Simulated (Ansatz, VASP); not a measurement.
# Mo2CO2 (Mo2CO2 MXene monolayer) in two plane-wave programs, part 2 of 2

One calculation is typed for both programs; each brings its own data sets. How far apart do they land? Of the first pair: The structure shown is the start of the Ansatz relaxation below; VASP solves that cell, so the two are compared at the walk's first step.

VASP 6.6.1 and Ansatz 0.2.0.

So far: Set-up; Ansatz: relaxation, PBE with D3(BJ); VASP: single point, PBE with D3(BJ), start cell, pair 1.

**4. Differences**

Known differences besides the potentials themselves: Ansatz cuts the interaction across the vacuum, VASP repeats the sheet with a dipole correction; the cutoff is 420 eV in Ansatz and 520 eV in VASP. Total energies have different zeros and are not compared.

Forces (eV/Å; atoms numbered as in POSCAR):

| atom | Ansatz x, y, z | VASP x, y, z |
| --- | --- | --- |
| O1 | 0.000, 0.000, -1.002 | 0.000, 0.000, -1.040 |
| O2 | 0.000, 0.000, 1.002 | 0.000, 0.000, 1.040 |
| Mo3 | 0.000, 0.000, 1.611 | 0.000, 0.000, 1.623 |
| Mo4 | 0.000, 0.000, -1.611 | 0.000, 0.000, -1.623 |
| C5 | 0.000, 0.000, 0.000 | 0.000, 0.000, 0.000 |

The forces differ by 15 meV/Å r.m.s., which is 2.1 % of the r.m.s. force of 0.704 eV/Å (both taken over all components). With vacuum in the cell, a pressure given here is an average over mostly empty space and none of the material.

**5. Ansatz: relaxation, PBE with D3(BJ)**

This run makes the geometry at which the two programs are then compared.

The structure compared here is the end of the Ansatz relaxation.

Contents of input.yaml:

```yaml
crystal:
  lattice:
    - [3.024736, 0.0, 0.0]
    - [-1.512368, 2.6194982157, 0.0]
    - [0.0, 0.0, 40.0190393186]
  atoms:
    - { symbol: O, position: [0.3333333333, 0.6666666667, 0.443538883] }
    - { symbol: Mo, position: [0.6666666667, 0.3333333333, 0.4701771892] }
    - { symbol: C, position: [0.0, 0.0, 0.5] }
    - { symbol: Mo, position: [0.3333333333, 0.6666666667, 0.5298228108] }
    - { symbol: O, position: [0.6666666667, 0.3333333333, 0.556461117] }
  periodic: [true, true, false]
kpoints:
  mp_grid: { grid: [12, 12, 1] }
hamiltonian:
  xc: pbe
  dispersion: d3bj
  pseudopotentials: { kind: paw, azcp: { folder: soft_1 } }
scf:
  occupations: { method: fermi_dirac, width: 0.05 }
  convergence: { dr2_threshold: 1.0e-09 }
relax:
  f_tol: 0.004
  max_steps: 90
  cell: {}
output:
  write_potential: true
  write_density: true
  volumetric_format: npy
```

Launch:

```console
> ansatz run input.yaml --threads 2 --pin off --max-ram 3072MiB --backend cpu --events-out ev --progress --plain --runs-dir out
```

Numbers of over 12 decimals in the logs are rounded to 6 here.

What it wrote:

```text
[...]
Crystal: 5 atoms, lattice volume = 317.082 Å³
Basis set: ecut = 420 eV, 6109 PW (Γ), exchange–correlation on 48×48×540 points (8 copies of the dense FFT grid, shifted against one another)
Bands: 27, of which v1, the nominal top of the filled ones, is band 22 counted from 1 (21 counted from 0)
Symmetry: 12 space group operations
[...]
cell:  # Å, volume = 327.6134 Å³
    - [3.074554, 0.0, 0]
    - [-1.537277, 2.662642, 0]
    - [0, 0, 40.0190393186]
  atoms:
    - { symbol: O, position: [0.333333, 0.666667, 0.443988] }
    - { symbol: Mo, position: [0.666667, 0.333333, 0.472075] }
    - { symbol: C, position: [0, 0, 0.5] }
    - { symbol: Mo, position: [0.333333, 0.666667, 0.527925] }
    - { symbol: O, position: [0.666667, 0.333333, 0.556012] }
[key lines of the parts left out:]
SCF converged after 5 iterations
Free energy (F): -11298.696322 eV
Fermi energy:    -6.326541 eV
P = ½ c Tr σ = 0.0073 N/m
```

**6. VASP: single point, PBE with D3(BJ), relaxed cell, pair 2**

The same cell, functional, mesh and smearing now go to VASP, with its own data sets.

Contents of INCAR:

```
SYSTEM = Mo2CO2
PREC = Accurate
ENCUT = 520
EDIFF = 1E-06
NELM = 120
ISMEAR = -1
SIGMA = 0.05
LREAL = .FALSE.
ALGO = Normal
GGA = PE
IVDW = 12
NBANDS = 28
LASPH = .TRUE.
LORBIT = 11
LWAVE = .FALSE.
LCHARG = .FALSE.
ISIF = 2
LDIPOL = .TRUE.
IDIPOL = 3
DIPOL = 0.5 0.5 0.5
LVHAR = .TRUE.
GGA_COMPAT = .FALSE.
NELMDL = -8
KPAR = 2
```

Contents of POSCAR:

```
Mo2CO2
1.0
    3.0745543867      0.0000000000      0.0000000000
   -1.5372771933      2.6626422042      0.0000000000
    0.0000000000      0.0000000000     40.0190393186
O Mo C
2 2 1
Direct
    0.3333333333      0.6666666667      0.4439879020
    0.6666666667      0.3333333333      0.5560120980
    0.6666666667      0.3333333333      0.4720753723
    0.3333333333      0.6666666667      0.5279246277
    0.0000000000      0.0000000000      0.5000000000
```

Contents of KPOINTS:

```
Automatic mesh
0
Gamma
12 12 1
0 0 0
```

The projector-augmented-wave data sets are O, Mo_sv and C (PBE family, release 64).

Launch:

```console
> mpirun -np 2 vasp_std
```

What it wrote:

```text
[... set-up lines as in an earlier step ...]
 entering main loop
       N       E                     dE             d eps       ncg     rms          rms(c)
DAV:   1     0.386946023613E+03    0.38695E+03   -0.23717E+04  1472   0.124E+03
DAV:   2    -0.168775460235E+02   -0.40382E+03   -0.39465E+03  1412   0.323E+02
DAV:   3    -0.544326940341E+02   -0.37555E+02   -0.36791E+02  1260   0.938E+01
DAV:   4    -0.555514968053E+02   -0.11188E+01   -0.10991E+01  1432   0.158E+01
[...]
DAV:  24    -0.455518534816E+02   -0.41086E-05   -0.10676E-07   624   0.133E-03    0.264E-04
DAV:  25    -0.455518552487E+02   -0.17671E-05   -0.47089E-08   596   0.964E-04    0.188E-04
DAV:  26    -0.455518559207E+02   -0.67205E-06   -0.18883E-08   548   0.499E-04
   1 F= -.46781795E+02 E0= -.46774446E+02  d E =-.146991E-01
```

From OUTCAR (step 6):

```text
 Edisp (eV)   -1.22994

  Total       0.21231     0.21231     0.11348     0.00000     0.00000    -0.00000
  in kB       1.03827     1.03827     0.55497     0.00000     0.00000    -0.00000
  external pressure =        0.88 kB  Pullay stress =        0.00 kB

 POSITION                                       TOTAL-FORCE (eV/Angst)
 -----------------------------------------------------------------------------------
     -0.00000      1.77509     17.76797        -0.000000      0.000000     -0.032927
      1.53728      0.88755     22.25107         0.000000      0.000000      0.032927
      1.53728      0.88755     18.89200         0.000000     -0.000000     -0.012063
     -0.00000      1.77509     21.12704        -0.000000     -0.000000      0.012063
      0.00000      0.00000     20.00952        -0.000000     -0.000000     -0.000000
 -----------------------------------------------------------------------------------
    total drift:                               -0.000000      0.000000      0.000000

  FREE ENERGIE OF THE ION-ELECTRON SYSTEM (eV)
  ---------------------------------------------------
  free  energy   TOTEN  =       -46.7817951304 eV

  energy  without entropy=      -46.7670960676  energy(sigma->0) =      -46.77444560

[... 1 part as in an earlier step ...]

[... 2 further parts left out ...]
[key lines of the parts left out:]
E-fermi :  -3.7365
```

**7. Side by side**

At this near-relaxed geometry the largest component of a force difference is 33 meV/Å. With vacuum in the cell, a pressure given here is an average over mostly empty space and none of the material.

**8. Results**

```
r.m.s. force difference (single point, PBE with D3(BJ), start cell, pair 1)   : 2.1 % of the r.m.s. force
r.m.s. force difference (single point, PBE with D3(BJ), relaxed cell, pair 2) : 13 meV/Å
```

What this shows: The r.m.s. force difference is 13 meV/Å (single point, PBE with D3(BJ), relaxed cell, pair 2), beyond the 12 meV/Å picked in this series as the mark of a large difference. What causes the difference of the single point, PBE with D3(BJ), relaxed cell, pair 2 pair stays open here. Such differences can come from data sets, numerical settings and the points named under the comparisons, not from the functional's error against experiment.

[Lines on the potential files, build, host, timing and source positions are cut from VASP's logs without a mark.]

[Logs are printed without paths, hosts, clocks, repeated set-up lines and the standing remarks that a program may print on its own settings, such as how far it seeks lower states.]

[Hosts, paths, dates, database ids (printed as entryN), source tags and the programs' standing remarks are cut or masked in the printed files.]
